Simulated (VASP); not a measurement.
# InPt3 (Yixunite) (Pm-3m) in VASP: single point with LDA

Aim: the single point of InPt3 (Yixunite) with LDA.

All numbers are computed with VASP 6.6.1; they aren't measurements. Logs are shortened: lines on timing, memory, paths and dates and some standing lists are left out, and cuts for length are marked.

**1. Starting point**

Symmetry: Pm-3m, No. 221, cubic system. The conventional cell has a = 3.988 Å, b = 3.988 Å, c = 3.988 Å, α = 90.00°, β = 90.00°, γ = 90.00°. In (site symmetry m-3m) has 12 Pt at 2.82 Å as nearest neighbours. Pt (site symmetry 4/mmm) is surrounded by 4 In at 2.82 Å and 8 Pt at 2.82 Å.

**2. Single point, LDA**

Input file INCAR:

```
SYSTEM = InPt3
PREC = Accurate
ENCUT = 520
EDIFF = 1E-6
ISMEAR = 1
SIGMA = 0.05
LREAL = .False.
LASPH = .True.
NELM = 100
ALGO = Normal
ISIF = 2
LWAVE = .False.
LCHARG = .False.
NBANDS = 30
```

Input file KPOINTS:

```
regular mesh
0
Gamma
  6 6 6
  0 0 0
```

Input file POSCAR:

```
InPt3
1.0
    3.9880000000      0.0000000000      0.0000000000
    0.0000000000      3.9880000000      0.0000000000
    0.0000000000      0.0000000000      3.9880000000
In Pt
1 3
Direct
    0.0000000000      0.0000000000      0.0000000000
    0.5000000000      0.5000000000      0.0000000000
    0.0000000000      0.5000000000      0.5000000000
    0.5000000000      0.0000000000      0.5000000000
```

Potentials or basis: VASP PAW LDA potentials, release 64 (In_d, Pt).

The run is started by

```console
cat potpaw_LDA.64/In_d/POTCAR potpaw_LDA.64/Pt/POTCAR > POTCAR
mpirun -np 1 vasp_std > vasp.out
```

OUTCAR:

```text
SYSTEM = InPt3
   PREC = Accurate
   ENCUT = 520
   EDIFF = 1E-6
   ISMEAR = 1
   LREAL = .False.
   LASPH = .True.
   NELM = 100
   ISIF = 2

 ion  position               nearest neighbor table
   1  0.000  0.000  0.000-   2 2.82   3 2.82   4 2.82   3 2.82   4 2.82   2 2.82   3 2.82   3 2.82
                             2 2.82   4 2.82   4 2.82   2 2.82
   2  0.500  0.500  0.000-   1 2.82   3 2.82   4 2.82   3 2.82   4 2.82   1 2.82   4 2.82   4 2.82
                             1 2.82   3 2.82   3 2.82   1 2.82
   3  0.000  0.500  0.500-   1 2.82   2 2.82   4 2.82   1 2.82   2 2.82   1 2.82   4 2.82   1 2.82
                             2 2.82   4 2.82   2 2.82   4 2.82
   4  0.500  0.000  0.500-   1 2.82   2 2.82   3 2.82   1 2.82   2 2.82   2 2.82   3 2.82   2 2.82
                             1 2.82   3 2.82   1 2.82   3 2.82

  LATTYP: Found a simple cubic cell.
 ALAT       =     3.9880000000

  Lattice vectors:

 A1 = (   3.9880000000,   0.0000000000,   0.0000000000)
 A2 = (   0.0000000000,   3.9880000000,   0.0000000000)
 A3 = (   0.0000000000,   0.0000000000,   3.9880000000)

Analysis of symmetry for initial positions (statically):
=====================================================================
 Subroutine PRICEL returns:
 Original cell was already a primitive cell.

 Routine SETGRP: Setting up the symmetry group for a
 simple cubic supercell.

 Subroutine GETGRP returns: Found 48 space group operations
 (whereof 48 operations were pure point group operations)
 out of a pool of 48 trial point group operations.

The static configuration has the point symmetry O_h .

Analysis of symmetry for dynamics (positions and initial velocities):
=====================================================================
 Subroutine PRICEL returns:
 Original cell was already a primitive cell.

 Routine SETGRP: Setting up the symmetry group for a
 simple cubic supercell.

 Subroutine GETGRP returns: Found 48 space group operations
 (whereof 48 operations were pure point group operations)
 out of a pool of 48 trial point group operations.

The dynamic configuration has the point symmetry O_h .

 Subroutine INISYM returns: Found 48 space group operations
 (whereof 48 operations are pure point group operations),
 and found     1 'primitive' translations

----------------------------------------------------------------------------------------

                                     Primitive cell

[... 89 lines left out ...]
   EDIFF  = 0.1E-05   stopping-criterion for ELM
   LREAL  =      F    real-space projection
   EDIFFG = 0.1E-04   stopping-criterion for IOM
   NSW    =      0    number of steps for IOM
   IBRION =     -1    ionic relax: 0-MD 1-quasi-New 2-CG
   NFREE  =      0    steps in history (QN), initial steepest desc. (CG)
   ISIF   =      2    stress and relaxation
   ISYM   =      2    0-nonsym 1-usesym 2-fastsym
   POTIM  = 0.5000    time-step for ionic-motion
   TEBEG  =    0.0;   TEEND  =   0.0 temperature during run
   PSTRESS=    0.0 pullay stress
   NELECT =      43.0000    total number of electrons
   NUPDOWN=      -1.0000    fix difference up-down
   EMIN   =  10.00;   EMAX   =-10.00  energy-range for DOS
   EFERMI =   0.00;   METHOD = LEGACY
   ISMEAR =     1;   SIGMA  =   0.05  broadening in eV -4-tet -1-fermi 0-gaus
   EFERMI_NEDOS =   21; number of points for ismear=-14 and -15
   IALGO  =     38    algorithm
   IMIX   =      4    mixing-type and parameters
     AMIX     =   0.40;   BMIX     =  1.00
     AMIX_MAG =   1.60;   BMIX_MAG =  1.00
  volume/ion in A,a.u.               =      15.86       107.00
  Fermi-wavevector in a.u.,A,eV,Ry     =   1.438166  2.717741 28.141241  2.068323
  Thomas-Fermi vector in A             =   2.557163
   LORBIT       =      0    0 simple, 1 ext, 2 COOP (PROOUT), +10 PAW based schemes
   GGA     = CA    functional components
   LHFCALC =     F    Hartree Fock is set to
   AEXX    =    0.0000 exact exchange contribution
   IVDW    =     0    specifies the selected vdW correction
   LEPSILON=     F    determine dielectric tensor
   LRPA    =     F    only Hartree local field effects (RPA)
 non-spin polarized calculation
 Methfessel and Paxton  Order N= 1 SIGMA  =   0.05
  energy-cutoff  :      520.00
  volume of cell :       63.43
 maximum number of plane-waves:      1743
 NGX is ok and might be reduce to    30
   NGX = 15   NGY = 15   NGZ = 15

 number of electron      43.0000021 magnetization

 Free energy of the ion-electron system (eV)
  ---------------------------------------------------
  ext. energy  EPLUGINS =         0.00000000
  ---------------------------------------------------
  free energy    TOTEN  =       -27.25352655 eV

  energy without entropy =      -27.25285608  energy(sigma->0) =      -27.25330306

 E-fermi :  11.0094     XC(G=0): -13.3191

 val. band max:       10.9945404357   @ k =   0.3333   0.1667   0.0000
 cond. band min:      11.0445779795   @ k =   0.0000   0.0000   0.0000
 fundamental gap:      0.0500375438
 Fermi energy:        11.0094306218

 k-point     1 :       0.0000    0.0000    0.0000
  band No.  band energies     occupation
      1      -3.3148      2.00000
      2      -3.3148      2.00000
      3      -3.2520      2.00000
      4      -3.2520      2.00000
      5      -3.2520      2.00000
      6       0.3883      2.00000
[... 649 lines left out ...]
     29      24.6515      0.00000
     30      24.6521      0.00000

------------------------ aborting loop because EDIFF is reached ----------------------------------------

  FORCE on cell =-STRESS in cart. coord.  units (eV):
  Direction    XX          YY          ZZ          XY          YZ          ZX
  --------------------------------------------------------------------------------------
  -------------------------------------------------------------------------------------
  Total       -1.2651027     -1.2651027     -1.2651027      0.0000000     -0.0000000      0.0000000
  in kB      -31.9573622    -31.9573622    -31.9573622      0.0000000     -0.0000000      0.0000000
  external PRESSURE =     -31.9573622 kB  Pullay stress =       0.0000000 kB

 VOLUME and BASIS-vectors are now :
 -----------------------------------------------------------------------------
  energy-cutoff  :      520.00
  volume of cell :       63.43
      direct lattice vectors                 reciprocal lattice vectors
     3.988000000  0.000000000  0.000000000     0.250752257  0.000000000  0.000000000
     0.000000000  3.988000000  0.000000000     0.000000000  0.250752257  0.000000000
     0.000000000  0.000000000  3.988000000     0.000000000  0.000000000  0.250752257

 POSITION                                       TOTAL-FORCE (eV/Angst)
 -----------------------------------------------------------------------------------
      0.00000      0.00000      0.00000         0.000000      0.000000      0.000000
      1.99400      1.99400      0.00000         0.000000      0.000000      0.000000
      0.00000      1.99400      1.99400         0.000000      0.000000      0.000000
      1.99400      0.00000      1.99400         0.000000      0.000000      0.000000
 -----------------------------------------------------------------------------------
    total drift:                                0.000000      0.000000     -0.000000

  FREE ENERGIE OF THE ION-ELECTRON SYSTEM (eV)
  ---------------------------------------------------
  free  energy   TOTEN  =       -27.2535265469 eV

  energy  without entropy=      -27.2528560783  energy(sigma->0) =      -27.25330306
```

stdout:

```text
POSCAR found type information on POSCAR InPt
 POSCAR found :  2 types and       4 ions
 scaLAPACK will be used
 LDA part: xc-table for (Slater(with rela. corr.)+CA(PZ))
 , standard interpolation
 POSCAR, INCAR and KPOINTS ok, starting setup
 FFT: planning ... GRIDC
 FFT: planning ... GRID_SOFT
 FFT: planning ... GRID
 WAVECAR not read
 entering main loop
```

Wall time 31 s (1 thread of Intel Xeon Platinum 8488C (Sapphire Rapids), shared host); peak memory 0.16 GiB.

Results:

| Property | Result |
| --- | --- |
| Free energy | -27.2535 eV |
| Pressure | -3.2 GPa |
| Band gap on the k mesh | none (metal or under the smearing width) |

The run has no spin-orbit coupling, so splittings on Pt are missing.
